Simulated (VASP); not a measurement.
Computed with PBE GGA, VASP's PBE PAW potentials (set 64) (plane waves; VASP).

VASP input:

File KPOINTS:
```
Automatic mesh
0
Gamma
4 4 4
0 0 0
```

File POSCAR:
```
CsPbCl3
1
    5.8436629052     0.0000000000     0.0000000000
    0.0000000000     5.8436629052     0.0000000000
    0.0000000000     0.0000000000     5.8436629052
Cs Pb Cl
1 1 3
Direct
  0.0000000000   0.0000000000   0.0000000000
  0.5000000000   0.5000000000   0.5000000000
  0.5000000000   0.0000000000   0.5000000000
  0.0000000000   0.5000000000   0.5000000000
  0.5000000000   0.5000000000   0.0000000000
```

INCAR:
```
SYSTEM = CsPbCl3
PREC = Accurate
ENCUT = 520
EDIFF = 1E-7
NELM = 100
ALGO = Normal
LREAL = .FALSE.
LASPH = .TRUE.
ISMEAR = 0
SIGMA = 0.05
GGA = PE
LMAXMIX = 4
LWAVE = .FALSE.
LCHARG = .FALSE.
ISIF = 2
```

POTCAR, in this order: Cs_sv Pb_d Cl (PBE.64 set). Program: vasp_std.

What VASP printed:

File OSZICAR:
```
       N       E                     dE             d eps       ncg     rms          rms(c)
DAV:   1     0.412232061826E+03    0.41223E+03   -0.19099E+04   520   0.152E+03
DAV:   2     0.328312721409E+02   -0.37940E+03   -0.37210E+03   640   0.342E+02
DAV:   3    -0.166629746673E+02   -0.49494E+02   -0.49298E+02   612   0.131E+02
DAV:   4    -0.185838054929E+02   -0.19208E+01   -0.19161E+01   700   0.348E+01
DAV:   5    -0.186289446079E+02   -0.45139E-01   -0.45098E-01   668   0.410E+00    0.468E+00
DAV:   6    -0.175616242438E+02    0.10673E+01   -0.21608E+00   700   0.159E+01    0.315E+00
DAV:   7    -0.175017079108E+02    0.59916E-01   -0.75771E-01   744   0.476E+00    0.186E+00
DAV:   8    -0.175158582018E+02   -0.14150E-01   -0.95407E-02   676   0.248E+00    0.300E-01
DAV:   9    -0.175137216603E+02    0.21365E-02   -0.24810E-02   772   0.109E+00    0.154E-01
DAV:  10    -0.175143938370E+02   -0.67218E-03   -0.23668E-03   598   0.306E-01    0.527E-02
DAV:  11    -0.175145229650E+02   -0.12913E-03   -0.27970E-04   652   0.141E-01    0.985E-03
DAV:  12    -0.175145274793E+02   -0.45142E-05   -0.31837E-05   668   0.497E-02    0.757E-03
DAV:  13    -0.175145265463E+02    0.93299E-06   -0.39964E-06   802   0.114E-02    0.217E-03
DAV:  14    -0.175145266155E+02   -0.69200E-07   -0.99052E-07   658   0.867E-03
   1 F= -.17514527E+02 E0= -.17514527E+02  d E =-.113915E-13
```

File OUTCAR:
```
------------------------ aborting loop because EDIFF is reached ----------------------------------------
  FORCE on cell =-STRESS in cart. coord.  units (eV):
  Direction    XX          YY          ZZ          XY          YZ          ZX
  --------------------------------------------------------------------------------------
  Total       -1.3380096     -1.3380096     -1.3380096      0.0000000      0.0000000     -0.0000000
  in kB      -10.7427220    -10.7427220    -10.7427220      0.0000000      0.0000000     -0.0000000
  external PRESSURE =     -10.7427220 kB  Pullay stress =       0.0000000 kB
  volume of cell :      199.55
      direct lattice vectors                 reciprocal lattice vectors
     5.843662905  0.000000000  0.000000000     0.171125545  0.000000000  0.000000000
     0.000000000  5.843662905  0.000000000     0.000000000  0.171125545  0.000000000
     0.000000000  0.000000000  5.843662905     0.000000000  0.000000000  0.171125545
 POSITION                                       TOTAL-FORCE (eV/Angst)
 -----------------------------------------------------------------------------------
      0.00000      0.00000      0.00000         0.000000      0.000000      0.000000
      2.92183      2.92183      2.92183         0.000000      0.000000      0.000000
      2.92183      0.00000      2.92183         0.000000      0.000000      0.000000
      0.00000      2.92183      2.92183         0.000000      0.000000      0.000000
      2.92183      2.92183      0.00000         0.000000      0.000000      0.000000
 -----------------------------------------------------------------------------------
    total drift:                                0.000000     -0.000000     -0.000000
  FREE ENERGIE OF THE ION-ELECTRON SYSTEM (eV)
  ---------------------------------------------------
  free  energy   TOTEN  =       -17.5145266155 eV

  energy  without entropy=      -17.5145266155  energy(sigma->0) =      -17.51452662
```
(Selected blocks of OUTCAR.)

The compound is CsPbCl3 in the cubic perovskite structure, the ideal cubic form; the compound distorts at low or room temperature. This cell is one point of a volume scan, at 1.06 of the reference volume.
